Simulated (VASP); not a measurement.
VASP ran on this input.

POSCAR:
```
NaCl
1
    0.0000000000     2.8726306114     2.8726306114
    2.8726306114     0.0000000000     2.8726306114
    2.8726306114     2.8726306114     0.0000000000
Na Cl
1 1
Direct
  0.0000000000   0.0000000000   0.0000000000
  0.5000000000   0.5000000000   0.5000000000
```

**KPOINTS**
```
Automatic mesh
0
Gamma
6 6 6
0 0 0
```

### INCAR
```
GGA = PE   # PBE
SIGMA = 0.05
ISIF = 2   # forces and stress, cell fixed
LHFCALC = .TRUE.
PREC = Accurate
LWAVE = .FALSE.
EDIFF = 1E-6   # SCF stop (eV)
ENCUT = 520   # plane-wave cut-off (eV)
SYSTEM = NaCl
AEXX = 0.25
ALGO = Normal
LREAL = .FALSE.   # projection in real space or not
PRECFOCK = Fast
LCHARG = .FALSE.
LASPH = .TRUE.   # aspherical one-centre terms
ISMEAR = 0   # Gaussian
ISYM = 3
NELM = 60
HFSCREEN = 0.2   # 1/Angstrom
```

POTCAR, in this order: Na_pv Cl (PBE.64 set). Program: vasp_std. Read from the step before: WAVECAR.

Translate this HSE06 calculation to Quantum ESPRESSO's pw.x.

One equivalent input (not run):
```
&CONTROL
  calculation = 'scf'
  pseudo_dir = './pseudo'
  outdir = './out'
  tprnfor = .true.
  tstress = .false.
/
&SYSTEM
  ibrav = 0
  nat = 2
  ntyp = 2
  ecutwfc = 88
  occupations = 'smearing'
  smearing = 'gaussian'
  degauss = 0.003675
  input_dft = 'hse'
  nqx1 = 6
  nqx2 = 6
  nqx3 = 6
  screening_parameter = 0.1058
/
&ELECTRONS
  conv_thr = 7.3e-08
  electron_maxstep = 60
/
ATOMIC_SPECIES
  Na 22.990 Na.upf
  Cl 35.450 Cl.upf
CELL_PARAMETERS angstrom
     0.0000000    2.8726306    2.8726306
     2.8726306    0.0000000    2.8726306
     2.8726306    2.8726306    0.0000000
ATOMIC_POSITIONS crystal
  Na   0.0000000  0.0000000  0.0000000
  Cl   0.5000000  0.5000000  0.5000000
K_POINTS automatic
  6 6 6 0 0 0
```
Limits of the translation: the potentials are each code's own (VASP's PAW set, PseudoDojo norm-conserving files in pw.x), so ENCUT and ecutwfc are chosen apart and not converted; conv_thr bounds pw.x's estimated SCF error, while EDIFF bounds the energy change between steps.

The compound is NaCl in the rock salt structure. This cell is one point of a volume scan, at 1.03 of the reference volume.
